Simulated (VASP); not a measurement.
Given:

```yaml
crystal:
  lattice:
    - [2.87102, 0.00000, 0.00000]
    - [0.00000, 2.87102, 0.00000]
    - [0.00000, 0.00000, 2.87102]
  atoms:
    - { symbol: Ti, position: [0.00000, 0.00000, 0.00000] }
    - { symbol: Co, position: [0.50000, 0.50000, 0.50000] }
```

Computed with PBEsol GGA, VASP's PBE PAW potentials (set 64) (plane waves; VASP). Settings: 520 eV cut-off, 12×12×12 Γ-centred mesh, first-order Methfessel-Paxton smearing of 0.10 eV, potentials Ti_sv Co.

Give the stress tensor in GPa (positive for a compressed cell).

```
13.35   0.00   0.00
 0.00  13.35   0.00
 0.00   0.00  13.35
```
The pressure is its mean diagonal, 13.35 GPa.

The compound is TiCo in the CsCl type structure. This cell is one point of a volume scan, at 0.94 of the reference volume. The run is not spin-polarised, so no magnetic state was tried. The electron count is odd and the run is not spin-polarised, which forces a metal.
